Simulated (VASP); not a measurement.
These are rev-vdW-DF2, VASP's PBE PAW potentials (set 64) (plane waves; VASP 6.6.1) values and carry that method's errors.

The input files of a VASP run:

### POSCAR
```
Os
1.0
  1.3604105194  -2.3562997829   0.0000000000
  1.3604105194   2.3562997829   0.0000000000
  0.0000000000   0.0000000000   4.2886785361
Os
2
Direct
  0.3333330000   0.6666670000   0.2500000000
  0.6666670000   0.3333330000   0.7500000000
```

### INCAR
```
SYSTEM = Os
PREC = Accurate; ENCUT = 520; LREAL = F
LASPH = T
EDIFF = 1E-7; NELM = 100; ALGO = Normal
LMAXMIX = 6
ISMEAR = 1; SIGMA = 0.1
GGA = MK; LUSE_VDW = T; AGGAC = 0.0
PARAM1 = 0.1234568; PARAM2 = 0.7114; ZAB_VDW = -1.8867
IBRION = 2; NSW = 30; ISIF = 4
EDIFFG = -0.01
LWAVE = F; LCHARG = F
```

KPOINTS:
```
Automatic mesh
0
Gamma
15 15 9
0 0 0
```

POTCAR, in this order: Os (PBE.64 set). Program: vasp_std.

What VASP printed:

File OSZICAR:
```
       N       E                     dE             d eps       ncg     rms          rms(c)
DAV:   1     0.112462186409E+03    0.11246E+03   -0.77178E+03  3240   0.129E+03
DAV:   2    -0.122815022298E+02   -0.12474E+03   -0.11269E+03  3460   0.407E+02
DAV:   3    -0.196127016134E+02   -0.73312E+01   -0.67314E+01  3908   0.807E+01
DAV:   4    -0.198032929436E+02   -0.19059E+00   -0.18750E+00  3412   0.130E+01
DAV:   5    -0.198057897626E+02   -0.24968E-02   -0.24925E-02  3804   0.118E+00    0.244E+01
DAV:   6    -0.187635341041E+02    0.10423E+01   -0.10806E+00  3528   0.980E+00    0.113E+01
DAV:   7    -0.184521434162E+02    0.31139E+00   -0.76623E-01  3692   0.806E+00    0.600E-01
DAV:   8    -0.184456921631E+02    0.64513E-02   -0.75055E-03  3324   0.727E-01    0.287E-01
DAV:   9    -0.184439754058E+02    0.17168E-02   -0.14993E-03  3456   0.463E-01    0.575E-02
DAV:  10    -0.184440085697E+02   -0.33164E-04   -0.45211E-05  3736   0.639E-02    0.107E-02
DAV:  11    -0.184439841277E+02    0.24442E-04   -0.65995E-06  3332   0.324E-02    0.119E-03
DAV:  12    -0.184439835161E+02    0.61160E-06   -0.10719E-07  2396   0.358E-03    0.806E-04
DAV:  13    -0.184439834271E+02    0.88935E-07   -0.10772E-08  1700   0.115E-03
   1 F= -.18443983E+02 E0= -.18444350E+02  d E =-.184440E+02
       N       E                     dE             d eps       ncg     rms          rms(c)
DAV:   1    -0.184481607570E+02   -0.41772E-02   -0.49672E-01  3300   0.622E+00    0.371E-01
DAV:   2    -0.184435877919E+02    0.45730E-02   -0.55993E-03  3932   0.101E+00    0.191E-01
DAV:   3    -0.184421419827E+02    0.14458E-02   -0.26213E-03  3588   0.443E-01    0.376E-02
DAV:   4    -0.184421486351E+02   -0.66524E-05   -0.17205E-04  3356   0.174E-01    0.180E-02
DAV:   5    -0.184421460000E+02    0.26351E-05   -0.24729E-06  3940   0.162E-02    0.545E-03
DAV:   6    -0.184421457948E+02    0.20519E-06   -0.15593E-07  2260   0.585E-03    0.117E-03
DAV:   7    -0.184421457996E+02   -0.48132E-08   -0.25525E-08  1684   0.215E-03
   2 F= -.18442146E+02 E0= -.18442309E+02  d E =0.183763E-02
       N       E                     dE             d eps       ncg     rms          rms(c)
DAV:   1    -0.184472606242E+02   -0.51148E-02   -0.21777E-01  3304   0.413E+00    0.244E-01
DAV:   2    -0.184452931878E+02    0.19674E-02   -0.24257E-03  3936   0.661E-01    0.126E-01
DAV:   3    -0.184446634806E+02    0.62971E-03   -0.11521E-03  3596   0.294E-01    0.241E-02
DAV:   4    -0.184446665401E+02   -0.30596E-05   -0.75610E-05  3332   0.116E-01    0.122E-02
DAV:   5    -0.184446655161E+02    0.10241E-05   -0.11437E-06  3912   0.109E-02    0.360E-03
DAV:   6    -0.184446654483E+02    0.67782E-07   -0.78716E-08  1764   0.415E-03
   3 F= -.18444665E+02 E0= -.18444988E+02  d E =-.682021E-03
```

File OUTCAR:
```
------------------------ aborting loop because EDIFF is reached ----------------------------------------
  FORCE on cell =-STRESS in cart. coord.  units (eV):
  Direction    XX          YY          ZZ          XY          YZ          ZX
  --------------------------------------------------------------------------------------
  Total        2.3302925      2.3302918      2.3297073      0.0000000      0.0000000      0.0000000
  in kB      135.7897542    135.7897117    135.7556538      0.0000000      0.0000000      0.0000000
  external PRESSURE =     135.7783732 kB  Pullay stress =       0.0000000 kB
  volume of cell :       27.50
      direct lattice vectors                 reciprocal lattice vectors
     1.358552677 -2.353081894 -0.000000000     0.368038729 -0.212487292 -0.000000000
     1.358552677  2.353081894 -0.000000000     0.368038729  0.212487292 -0.000000000
     0.000000000 -0.000000000  4.300416251     0.000000000  0.000000000  0.232535630
 POSITION                                       TOTAL-FORCE (eV/Angst)
 -----------------------------------------------------------------------------------
      1.35855      0.78436      1.07510         0.000000     -0.000000      0.000000
      1.35855     -0.78436      3.22531        -0.000000      0.000000      0.000000
 -----------------------------------------------------------------------------------
    total drift:                               -0.000000      0.000020     -0.000020
  FREE ENERGIE OF THE ION-ELECTRON SYSTEM (eV)
  ---------------------------------------------------
  free  energy   TOTEN  =       -18.4446654483 eV

  energy  without entropy=      -18.4456330910  energy(sigma->0) =      -18.44498800

 reached required accuracy - stopping structural energy minimisation
```
(Selected blocks of OUTCAR.)

File CONTCAR:
```
Os
   1.00000000000000
     1.3585526771519030   -2.3530818935748483   -0.0000000000000000
     1.3585526771519030    2.3530818935748483   -0.0000000000000000
     0.0000000000000000   -0.0000000000000000    4.3004162507642132
  Os
     2
Direct
     0.3333330000000032    0.6666669999999968    0.2500000000000000
     0.6666669999999968    0.3333330000000032    0.7500000000000000
```

**OUTCAR**
```
 val. band max:        9.6315590812   @ k =   0.1333   0.0000   0.3333

 cond. band min:       9.6762551519   @ k =   0.2000   0.0667   0.3333


 Fermi energy:         9.6392458881

 k-point     1 :       0.0000    0.0000    0.0000
  band No.  band energies     occupation
      1      -1.4322      2.00000
      2       1.6939      2.00000
      3       6.5025      2.00000
      4       6.5025      2.00000
      5       6.7416      2.00000
      6       7.3608      2.00000
      7       7.3608      2.00000
      8       8.0503      2.00000
      9       8.0503      2.00000
     10       9.7177      0.02787
     11      11.3692     -0.00000
     12      11.3692     -0.00000

 k-point     2 :       0.0667    0.0000    0.0000
  band No.  band energies     occupation
      1      -1.2480      2.00000
      2       1.8584      2.00000
      3       6.1223      2.00000
      4       6.6655      2.00000
      5       7.0699      2.00000
      6       7.2534      2.00000
      7       7.5132      2.00000
      8       7.8165      2.00000
      9       7.9183      2.00000
     10       8.9216      2.00000
     11      11.4611     -0.00000
     12      12.4447      0.00000

 k-point     3 :       0.1333    0.0000    0.0000
  band No.  band energies     occupation
      1      -0.7184      2.00000
      2       2.3018      2.00000
      3       5.6027      2.00000
      4       6.9137      2.00000
      5       6.9321      2.00000
      6       7.1454      2.00000
      7       7.5829      2.00000
      8       7.5847      2.00000
      9       7.9601      2.00000
     10       8.2582      2.00000
     11      11.6798      0.00000
     12      14.1634      0.00000

 k-point     4 :       0.2000    0.0000    0.0000
  band No.  band energies     occupation
      1       0.0810      2.00000
      2       2.8194      2.00000
      3       5.2060      2.00000
      4       5.7574      2.00000
      5       6.6178      2.00000
      6       7.1656      2.00000
...
```

Unless said otherwise, spin-orbit coupling is left out, though it shifts the bands of the heavy elements here.

The compound is Os in the hcp structure. This cell is one point of a volume scan, at 0.97 of the reference volume. Symmetry was kept, so distortions that lower it aren't found.
